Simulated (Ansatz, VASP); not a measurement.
Two plane-wave programs on Sr2SO

```
Sr S O
1.0
     4.04324    0.00000    0.00000
     0.00000    4.04324    0.00000
     0.00000    0.00000    5.71800
Sr S O
2 1 1
Direct
  0.50000 0.50000 0.50000
  0.00000 0.00000 0.00000
  0.00000 0.00000 0.50000
  0.50000 0.50000 0.00000
```

The cell comes from a database or a generator and needn't be the stable form of this composition.

Alike in both runs: task single point; functional PBE; k mesh 7 × 7 × 5; occupations fermi-dirac, width 0.05 eV; no spin polarisation.

|  | VASP | Ansatz |
| --- | --- | --- |
| version | VASP 6.6.1 | Ansatz 0.2.0 |
| potentials or method | VASP PAW PBE potentials, release 64 (Sr_sv, S, O) | Ansatz PAW |
| plane-wave cutoff (eV) | 520 | 420 |
| valence electrons in the cell | 32 | 32 |

|  | VASP | Ansatz | Ansatz less VASP |
| --- | --- | --- | --- |
| gap on the k mesh at the Fermi level (eV) | 2.19 | 2.21 | +0.022 |
| least direct gap on the mesh (eV) | 2.19 | 2.21 | +0.022 |
| pressure (GPa) | 0.0 | -0.2 | -0.22 |
| largest component of the traceless stress (GPa) | 0.07 | 0.07 | -0.002 |

With one functional, cell and mesh, what is left measures potentials, basis and numerics.

Caveats: an odd mesh through Γ misses points on the zone boundary, where band edges often lie (VASP); odd divisions of the mesh miss points on the zone boundary, where band edges often lie, so the gap on the mesh can be too wide (Ansatz). Expect the measured gap to be larger: semilocal functionals such as PBE lack the derivative discontinuity.
